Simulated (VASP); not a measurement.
OSZICAR of a VASP run on Ti3Si (space group P6_3/mmc):

### OSZICAR
```
       N       E                     dE             d eps       ncg     rms          rms(c)
DAV:   1     0.973527769159E+03    0.97353E+03   -0.35078E+04  2704   0.177E+03
DAV:   2     0.278301000441E+02   -0.94570E+03   -0.92619E+03  2688   0.582E+02
DAV:   3    -0.105208684912E+03   -0.13304E+03   -0.12828E+03  4208   0.188E+02
DAV:   4    -0.124726125745E+03   -0.19517E+02   -0.18939E+02  4024   0.619E+01
DAV:   5    -0.126140913787E+03   -0.14148E+01   -0.14031E+01  4240   0.150E+01    0.283E+01
DAV:   6    -0.102715472578E+03    0.23425E+02   -0.67990E+01  3368   0.665E+01    0.608E+00
DAV:   7    -0.960519227905E+02    0.66635E+01   -0.56681E+00  3408   0.150E+01    0.372E+00
DAV:   8    -0.994867443791E+02   -0.34348E+01   -0.31072E+00  2984   0.112E+01    0.214E+00
DAV:   9    -0.991410918035E+02    0.34565E+00   -0.12325E+00  3072   0.852E+00    0.623E-01
DAV:  10    -0.987141512709E+02    0.42694E+00   -0.46314E-01  3544   0.317E+00    0.111E+00
DAV:  11    -0.986441839987E+02    0.69967E-01   -0.22575E-02  3472   0.118E+00    0.920E-01
DAV:  12    -0.990585224391E+02   -0.41434E+00   -0.34233E-01  2904   0.381E+00    0.237E-01
DAV:  13    -0.990609555304E+02   -0.24331E-02   -0.26878E-02  3736   0.850E-01    0.252E-01
DAV:  14    -0.990517696540E+02    0.91859E-02   -0.45293E-03  3528   0.334E-01    0.305E-01
DAV:  15    -0.990619182544E+02   -0.10149E-01   -0.19913E-02  3056   0.778E-01    0.156E-01
DAV:  16    -0.990622606309E+02   -0.34238E-03   -0.37265E-03  3688   0.259E-01    0.393E-02
DAV:  17    -0.990623647022E+02   -0.10407E-03   -0.17433E-04  3888   0.536E-02    0.352E-02
DAV:  18    -0.990623707017E+02   -0.59995E-05   -0.92851E-05  3392   0.719E-02    0.344E-02
DAV:  19    -0.990627881524E+02   -0.41745E-03   -0.32985E-04  3024   0.113E-01    0.985E-03
DAV:  20    -0.990627600908E+02    0.28062E-04   -0.43033E-05  3616   0.422E-02    0.495E-03
DAV:  21    -0.990627586328E+02    0.14580E-05   -0.12711E-06  2192   0.615E-03    0.482E-03
DAV:  22    -0.990627460666E+02    0.12566E-04   -0.17883E-06  2168   0.966E-03    0.265E-03
DAV:  23    -0.990627638749E+02   -0.17808E-04   -0.26689E-06  2416   0.113E-02    0.230E-03
DAV:  24    -0.990627610829E+02    0.27920E-05   -0.34499E-07  1848   0.439E-03    0.152E-03
DAV:  25    -0.990627616656E+02   -0.58270E-06   -0.91533E-08  1816   0.205E-03
   1 F= -.99062762E+02 E0= -.99062897E+02  d E =-.990628E+02
```

### Question
Which electronic solver shows in the log?

### Answer
It is blocked Davidson (ALGO = Normal, or the opening steps of other solvers). The INCAR had ALGO = Normal.

### Question
Can the final energy be trusted as converged?

### Answer
The run converged. It stopped with EDIFF = 1E-6, NELM = 100, NSW = 60 and EDIFFG = -0.02 after 1 ionic step (r2SCAN meta-GGA, plane waves, VASP's PBE PAW potentials (set 64)).

The structure comes from a computed database's Ti3Si entry (P6_3/mmc); how it stands against other phases isn't given here. It was relaxed first. The start is the result of an earlier pass.
